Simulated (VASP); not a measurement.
All values below come from PBE GGA, VASP's PBE PAW potentials (set 64) (plane waves; VASP).

Input for VASP

### POSCAR
```
BP
1
    0.0000000000     2.2731460608     2.2731460608
    2.2731460608     0.0000000000     2.2731460608
    2.2731460608     2.2731460608     0.0000000000
B P
1 1
Direct
  0.0000000000   0.0000000000   0.0000000000
  0.2500000000   0.2500000000   0.2500000000
```

File KPOINTS:
```
K-points
0
Gamma
  14 14 14
```

### INCAR
```
# general
SYSTEM    =  BP
PREC      =  Accurate
ENCUT     =  520
LREAL     =  F   # projection in real space or not
LASPH     =  T

# electronic loop
EDIFF     =  1E-8
NELM      =  100   # most electronic steps
ALGO      =  Normal   # blocked Davidson

# smearing
ISMEAR    =  0
SIGMA     =  0.01   # width (eV)

# functional
GGA       =  PE   # PBE

# ions
IBRION    =  8   # DFPT with symmetry
NSW       =  1

# output
LWAVE     =  F
LCHARG    =  F

# other
LEPSILON  =  T
```

POTCAR, in this order: B P (PBE.64 set). Program: vasp_std.

What VASP printed:

OUTCAR:
```


 HEAD OF MICROSCOPIC STATIC DIELECTRIC TENSOR (INDEPENDENT PARTICLE, excluding Hartree and local field effects)
 ------------------------------------------------------
           9.541975     0.000000    -0.000000
           0.000000     9.541975     0.000000
           0.000000     0.000000     9.541975
 ------------------------------------------------------

 MACROSCOPIC STATIC DIELECTRIC TENSOR (including local field effects in DFT)
 ------------------------------------------------------
           9.196243    -0.000000    -0.000000
           0.000000     9.196243     0.000000
           0.000000     0.000000     9.196243
 ------------------------------------------------------

 PIEZOELECTRIC TENSOR (including local field effects)  for field in x, y, z        (e  Angst)
          XX          YY          ZZ          XY          YZ          ZX
  --------------------------------------------------------------------------------
  x     0.00000    -0.00000     0.00000     0.00000     0.15230     0.00000
  y    -0.00000     0.00000     0.00000     0.00000     0.00000     0.15230
  z    -0.00000    -0.00000     0.00000     0.15230     0.00000     0.00000

 PIEZOELECTRIC TENSOR (including local field effects)  for field in x, y, z        (C/m^2)
          XX          YY          ZZ          XY          YZ          ZX
  --------------------------------------------------------------------------------
  x     0.00000    -0.00000     0.00000     0.00000     0.10387     0.00000
  y    -0.00000     0.00000     0.00000     0.00000     0.00000     0.10387
  z    -0.00000    -0.00000     0.00000     0.10387     0.00000     0.00000

 BORN EFFECTIVE CHARGES (including local field effects) (in |e|, cummulative output)
 ---------------------------------------------------------------------------------
 ion    1
    1    -0.47978    -0.00000     0.00000
    2     0.00000    -0.47978    -0.00000
    3     0.00000     0.00000    -0.47978
 ion    2
    1     0.47978     0.00000    -0.00000
    2    -0.00000     0.47978     0.00000
    3    -0.00000    -0.00000     0.47978

   1 f  =   23.965822 THz   150.581700 2PiTHz  799.413771 cm-1    99.114631 meV

   2 f  =   23.965822 THz   150.581700 2PiTHz  799.413771 cm-1    99.114631 meV

   3 f  =   23.965822 THz   150.581700 2PiTHz  799.413771 cm-1    99.114631 meV

   4 f/i=    0.000858 THz     0.005392 2PiTHz    0.028626 cm-1     0.003549 meV

   5 f/i=    0.000858 THz     0.005392 2PiTHz    0.028626 cm-1     0.003549 meV

   6 f/i=    0.000858 THz     0.005392 2PiTHz    0.028626 cm-1     0.003549 meV

 MACROSCOPIC STATIC DIELECTRIC TENSOR IONIC CONTRIBUTION
 ------------------------------------------------------
           0.094144    -0.000000     0.000000
          -0.000000     0.094144     0.000000
           0.000000     0.000000     0.094144
 ------------------------------------------------------

 ELASTIC MODULI CONTR FROM IONIC RELAXATION (kBar)
 Direction    XX          YY          ZZ          XY          YZ          ZX
 --------------------------------------------------------------------------------
 XX          -0.0000     -0.0000      0.0000     -0.0000      0.0000      0.0000
 YY          -0.0000     -0.0000     -0.0000     -0.0000     -0.0000      0.0000
 ZZ           0.0000     -0.0000     -0.0000      0.0000     -0.0000      0.0000
 XY          -0.0000     -0.0000      0.0000   -165.9086     -0.0000     -0.0000
 YZ           0.0000     -0.0000     -0.0000     -0.0000   -165.9086      0.0000
 ZX           0.0000      0.0000      0.0000     -0.0000      0.0000   -165.9086
 --------------------------------------------------------------------------------

 PIEZOELECTRIC TENSOR IONIC CONTR  for field in x, y, z        (C/m^2)
          XX          YY          ZZ          XY          YZ          ZX
  --------------------------------------------------------------------------------
  x     0.00000    -0.00000    -0.00000    -0.00000    -0.11760     0.00000
  y     0.00000     0.00000     0.00000    -0.00000     0.00000    -0.11760
  z    -0.00000    -0.00000     0.00000    -0.11760    -0.00000    -0.00000
```
(Selected blocks of OUTCAR.)

File OUTCAR:
```
 val. band max:        7.3679769586   @ k =   0.0000   0.0000   0.0000

 cond. band min:       8.6162013488   @ k =   0.4286   0.4286   0.0000


 Fermi energy:         7.4242057790

 k-point     1 :       0.0000    0.0000    0.0000
  band No.  band energies     occupation
      1      -8.0436      2.00000
      2       7.3680      2.00000
      3       7.3680      2.00000
      4       7.3680      2.00000
      5      10.7608      0.00000
      6      10.7608      0.00000
      7      10.7608      0.00000
      8      14.6590      0.00000

 k-point     2 :       0.0714    0.0000    0.0000
  band No.  band energies     occupation
      1      -7.9519      2.00000
      2       6.6339      2.00000
      3       7.2072      2.00000
      4       7.2072      2.00000
      5      10.9827      0.00000
      6      10.9827      0.00000
      7      11.0448      0.00000
      8      14.9339      0.00000

 k-point     3 :       0.1429    0.0000    0.0000
  band No.  band energies     occupation
      1      -7.6787      2.00000
      2       5.1058      2.00000
      3       6.8417      2.00000
      4       6.8417      2.00000
      5      11.3331      0.00000
      6      11.4853      0.00000
      7      11.4853      0.00000
      8      15.6666      0.00000

 k-point     4 :       0.2143    0.0000    0.0000
  band No.  band energies     occupation
      1      -7.2298      2.00000
      2       3.3916      2.00000
      3       6.4398      2.00000
      4       6.4398      2.00000
      5      11.3743      0.00000
      6      11.9655      0.00000
      7      11.9655      0.00000
      8      16.5443      0.00000

 k-point     5 :       0.2857    0.0000    0.0000
  band No.  band energies     occupation
      1      -6.6194      2.00000
      2       1.7089      2.00000
      3       6.0904      2.00000
      4       6.0904      2.00000
      5      11.2994      0.00000
      6      12.2021      0.00000
      7      12.2021      0.00000
...
```

The compound is BP in the zinc blende structure. It was relaxed first.
